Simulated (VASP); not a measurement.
OSZICAR of a VASP run on Na (bcc):

OSZICAR:
```
       N       E                     dE             d eps       ncg     rms          rms(c)
DAV:   1     0.207455241918E+02    0.20746E+02   -0.37465E+03   791   0.763E+02
DAV:   2    -0.977220780366E+00   -0.21723E+02   -0.21684E+02   847   0.139E+02
DAV:   3    -0.139632749211E+01   -0.41911E+00   -0.41911E+00   987   0.272E+01
DAV:   4    -0.140059404993E+01   -0.42666E-02   -0.42666E-02  1022   0.256E+00
DAV:   5    -0.140063854993E+01   -0.44500E-04   -0.44500E-04   945   0.207E-01    0.231E-01
DAV:   6    -0.139912346941E+01    0.15151E-02   -0.31109E-03   924   0.109E+00    0.142E-01
DAV:   7    -0.139875754492E+01    0.36592E-03   -0.28581E-03   805   0.926E-01    0.458E-02
DAV:   8    -0.139870354918E+01    0.53996E-04   -0.21042E-04   833   0.350E-01    0.205E-03
DAV:   9    -0.139870383750E+01   -0.28832E-06   -0.78371E-07   609   0.137E-02
   1 F= -.13987038E+01 E0= -.13985954E+01  d E =-.139870E+01
       N       E                     dE             d eps       ncg     rms          rms(c)
DAV:   1    -0.141299481396E+01   -0.14291E-01   -0.40465E-01   784   0.142E+01    0.772E-01
DAV:   2    -0.140377949955E+01    0.92153E-02   -0.11309E-02   784   0.230E+00    0.389E-01
DAV:   3    -0.140078556345E+01    0.29939E-02   -0.53802E-03   791   0.152E+00    0.395E-02
DAV:   4    -0.140057874942E+01    0.20681E-03   -0.18103E-04   798   0.319E-01    0.295E-03
DAV:   5    -0.140057675117E+01    0.19983E-05   -0.10792E-06   441   0.254E-02    0.118E-03
DAV:   6    -0.140057637169E+01    0.37947E-06   -0.38638E-07   413   0.144E-02
   2 F= -.14005764E+01 E0= -.14004643E+01  d E =-.187253E-02
       N       E                     dE             d eps       ncg     rms          rms(c)
DAV:   1    -0.149850918416E+01   -0.97932E-01   -0.30216E+00   784   0.380E+01    0.216E+00
DAV:   2    -0.142710087182E+01    0.71408E-01   -0.91138E-02   784   0.656E+00    0.108E+00
DAV:   3    -0.140435225099E+01    0.22749E-01   -0.40122E-02   784   0.417E+00    0.119E-01
DAV:   4    -0.140276827293E+01    0.15840E-02   -0.11800E-03   805   0.823E-01    0.769E-03
DAV:   5    -0.140274678042E+01    0.21493E-04   -0.26937E-05   889   0.123E-01    0.316E-03
DAV:   6    -0.140274526180E+01    0.15186E-05   -0.71994E-07   413   0.210E-02    0.187E-04
DAV:   7    -0.140274528410E+01   -0.22300E-07   -0.15611E-07   413   0.665E-03
   3 F= -.14027453E+01 E0= -.14026243E+01  d E =-.404145E-02
```

Problem. Which electronic solver shows in the log?

Solution. It is blocked Davidson (ALGO = Normal, or the opening steps of other solvers). The INCAR had ALGO = Normal.

Problem. Can the final energy be trusted as converged?

Solution. Self-consistency was reached. It stopped with EDIFF = 1E-6, NELM = 100, NSW = 60 and EDIFFG = -0.01 after 3 ionic steps (PBEsol GGA, plane waves, VASP's PBE PAW potentials (set 64)). Energy and stress use the plane-wave basis of the starting cell.

The compound is Na in the bcc structure. This run relaxes it. Symmetry was kept, so distortions that lower it aren't found.
